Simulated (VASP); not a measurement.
La2TaO5, 16 atoms in the cell. The structure is tetragonal, space group I4/m (No. 87). The conventional cell has a = 8.920 Å, b = 8.920 Å, c = 5.960 Å, α = 90.00°, β = 90.00°, γ = 90.00°. La (site symmetry m) is surrounded by 8 O at 2.49 Å. Ta (site symmetry 4) is surrounded by 4 O at 2.02 Å. O (site symmetry 1) is surrounded by 1 Ta at 2.02 Å. Around O (site symmetry -4) lie 4 La at 2.49 Å and 4 O at 2.82 Å. The cell was built by a generator and needn't be a form met in nature.

```yaml
Program: VASP 6.6.1
Task: relaxation of cell and atoms
Functional: PBE
Potentials_or_basis: VASP PAW PBE potentials, release 64 (La, Ta_pv, O)
Cutoff: 520 eV
k_mesh: 3 × 3 × 3
Occupations: gaussian, width 0.15 eV
Spin: no spin polarisation
Further_INCAR_settings: PREC = Normal; LREAL = Auto; ALGO = Fast; EDIFF = 0.0001; IBRION = 2; EDIFFG = -0.08; NSW = 24; ISIF = 3
```

Potentials or basis: VASP PAW PBE potentials, release 64 (La, Ta_pv, O).

Command:

```bash
$ cat potpaw_PBE.64/La/POTCAR potpaw_PBE.64/Ta_pv/POTCAR potpaw_PBE.64/O/POTCAR > POTCAR
$ mpirun -np 1 vasp_std > vasp.out
```

Hardware: 1 thread of AMD EPYC 7R13 Processor (Zen 3) (shared host).

Question: How long does it take, and how much memory?

Answer: It took 24 min on 1 thread of AMD EPYC 7R13 Processor (Zen 3), on a shared host, peak memory 0.29 GiB. Counts: scf iterations 198, k points 6, ion steps 15.
